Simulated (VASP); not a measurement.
Method: PBEsol GGA, VASP's PBE PAW potentials (set 64) (plane waves; VASP).

Input for VASP

KPOINTS:
```
Automatic mesh
0
Gamma
7 7 7
0 0 0
```

### POSCAR
```
CdF2
1
    0.0000000000     2.6960285767     2.6960285767
    2.6960285767     0.0000000000     2.6960285767
    2.6960285767     2.6960285767     0.0000000000
Cd F
1 2
Direct
  0.0000000000   0.0000000000   0.0000000000
  0.2500000000   0.2500000000   0.2500000000
  0.7500000000   0.7500000000   0.7500000000
```

**INCAR**
```
! general
SYSTEM  = CdF2
PREC    = Accurate
ENCUT   = 620
LREAL   = .False.
LASPH   = .True.   ! aspherical one-centre terms

! electronic loop
EDIFF   = 1E-6
NELM    = 100   ! most electronic steps
ALGO    = Normal   ! blocked Davidson
LMAXMIX = 4   ! l cut-off of mixed one-centre charges

! smearing
ISMEAR  = 0   ! Gaussian
SIGMA   = 0.05   ! width (eV)

! functional
GGA     = PS   ! PBEsol

! ions
IBRION  = 2   ! conjugate gradients
NSW     = 40   ! most ionic steps
ISIF    = 3   ! ions, shape and volume
EDIFFG  = -0.02
PSTRESS = 50   ! kbar

! output
LWAVE   = .False.
LCHARG  = .False.
```

POTCAR, in this order: Cd F (PBE.64 set). Program: vasp_std.

What VASP printed:

OSZICAR:
```
       N       E                     dE             d eps       ncg     rms          rms(c)
DAV:   1     0.224287126727E+03    0.22429E+03   -0.17339E+04   696   0.179E+03
DAV:   2    -0.304899470167E+01   -0.22734E+03   -0.22186E+03   751   0.412E+02
DAV:   3    -0.129714424234E+02   -0.99224E+01   -0.99000E+01   737   0.952E+01
DAV:   4    -0.130277744427E+02   -0.56332E-01   -0.56318E-01   769   0.709E+00
DAV:   5    -0.130279936841E+02   -0.21924E-03   -0.21923E-03   726   0.386E-01    0.970E+00
DAV:   6    -0.115939049002E+02    0.14341E+01   -0.42751E+00   887   0.415E+01    0.744E+00
DAV:   7    -0.116183652898E+02   -0.24460E-01   -0.72615E-01   683   0.904E+00    0.441E+00
DAV:   8    -0.116073740450E+02    0.10991E-01   -0.16790E-01   742   0.420E+00    0.726E-01
DAV:   9    -0.115972756846E+02    0.10098E-01   -0.41074E-02   863   0.259E+00    0.107E-01
DAV:  10    -0.115977699365E+02   -0.49425E-03   -0.35388E-03   684   0.661E-01    0.972E-02
DAV:  11    -0.115978642819E+02   -0.94345E-04   -0.12998E-04   760   0.158E-01    0.484E-02
DAV:  12    -0.115978945929E+02   -0.30311E-04   -0.12081E-04   700   0.102E-01    0.168E-02
DAV:  13    -0.115978979255E+02   -0.33325E-05   -0.75644E-06   751   0.313E-02    0.344E-03
DAV:  14    -0.115978982251E+02   -0.29961E-06   -0.69661E-07   550   0.608E-03
   1 F= -.10374796E+02 E0= -.10374796E+02  d E =-.103748E+02
       N       E                     dE             d eps       ncg     rms          rms(c)
DAV:   1    -0.125044821960E+02   -0.90658E+00   -0.20254E+01   685   0.551E+01    0.743E+00
DAV:   2    -0.116181816482E+02    0.88630E+00   -0.31633E+00   688   0.176E+01    0.166E+00
DAV:   3    -0.115575767380E+02    0.60605E-01   -0.14933E-01   680   0.883E+00    0.147E+00
DAV:   4    -0.115499466132E+02    0.76301E-02   -0.27948E-02   736   0.221E+00    0.101E+00
DAV:   5    -0.115485403959E+02    0.14062E-02   -0.75329E-03   708   0.133E+00    0.200E-01
DAV:   6    -0.115481631138E+02    0.37728E-03   -0.16759E-03   848   0.923E-01    0.293E-02
DAV:   7    -0.115481933338E+02   -0.30220E-04   -0.17463E-04   713   0.136E-01    0.237E-02
DAV:   8    -0.115481931208E+02    0.21298E-06   -0.21205E-05   741   0.878E-02    0.285E-03
DAV:   9    -0.115481930730E+02    0.47781E-07   -0.92979E-07   479   0.129E-02
   2 F= -.10394606E+02 E0= -.10394606E+02  d E =-.198103E-01
       N       E                     dE             d eps       ncg     rms          rms(c)
DAV:   1    -0.116611451775E+02   -0.11295E+00   -0.18724E+00   685   0.172E+01    0.227E+00
DAV:   2    -0.115810460210E+02    0.80099E-01   -0.28453E-01   685   0.534E+00    0.553E-01
DAV:   3    -0.115751490465E+02    0.58970E-02   -0.14109E-02   680   0.242E+00    0.562E-01
DAV:   4    -0.115743504077E+02    0.79864E-03   -0.21457E-03   718   0.620E-01    0.371E-01
DAV:   5    -0.115741608596E+02    0.18955E-03   -0.48895E-04   708   0.296E-01    0.376E-02
DAV:   6    -0.115741390132E+02    0.21846E-04   -0.83749E-05   815   0.203E-01    0.890E-03
DAV:   7    -0.115741402812E+02   -0.12680E-05   -0.12166E-05   726   0.403E-02    0.468E-03
DAV:   8    -0.115741400082E+02    0.27297E-06   -0.15974E-06   548   0.214E-02
   3 F= -.10399754E+02 E0= -.10399754E+02  d E =-.249581E-01
```

**OUTCAR**
```
------------------------ aborting loop because EDIFF is reached ----------------------------------------
  FORCE on cell =-STRESS in cart. coord.  units (eV):
  Direction    XX          YY          ZZ          XY          YZ          ZX
  --------------------------------------------------------------------------------------
  Total        1.1764926      1.1764926      1.1764926     -0.0000000      0.0000000      0.0000000
  in kB       50.0896770     50.0896770     50.0896770     -0.0000000      0.0000000      0.0000000
  external PRESSURE =       0.0896770 kB  Pullay stress =      50.0000000 kB
  volume of cell :       37.63
      direct lattice vectors                 reciprocal lattice vectors
    -0.000000000  2.659748200  2.659748200    -0.187987720  0.187987720  0.187987720
     2.659748200 -0.000000000  2.659748200     0.187987720 -0.187987720  0.187987720
     2.659748200  2.659748200  0.000000000     0.187987720  0.187987720 -0.187987720
 POSITION                                       TOTAL-FORCE (eV/Angst)
 -----------------------------------------------------------------------------------
      0.00000     -0.00000      0.00000         0.000000      0.000000      0.000000
      1.32987      1.32987      1.32987         0.000000      0.000000     -0.000000
      3.98962      3.98962      3.98962        -0.000000     -0.000000      0.000000
 -----------------------------------------------------------------------------------
    total drift:                                0.000000     -0.000000      0.000000
  FREE ENERGIE OF THE ION-ELECTRON SYSTEM (eV)
  ---------------------------------------------------
  free  energy   TOTEN  =       -11.5741400082 eV

  energy  without entropy=      -11.5741400082  energy(sigma->0) =      -11.57414001
  enthalpy is  TOTEN    =       -10.3997536755 eV   P V=        1.1743863327

 reached required accuracy - stopping structural energy minimisation
```
(Selected blocks of OUTCAR.)

**CONTCAR**
```
CdF2
   1.00000000000000
    -0.0000000000000000    2.6597481996160677    2.6597481996160677
     2.6597481996160677   -0.0000000000000000    2.6597481996160677
     2.6597481996160677    2.6597481996160677    0.0000000000000000
  Cd              F
     1     2
Direct
     0.0000000000000000    0.0000000000000000    0.0000000000000000
     0.2500000000000000    0.2500000000000000    0.2500000000000000
     0.7500000000000000    0.7500000000000000    0.7500000000000000
```

Energy and stress use the plane-wave basis of the starting cell.

The compound is CdF2 in the fluorite structure. This run relaxes it under an external pressure of 5 GPa. Symmetry was kept, so distortions that lower it aren't found.
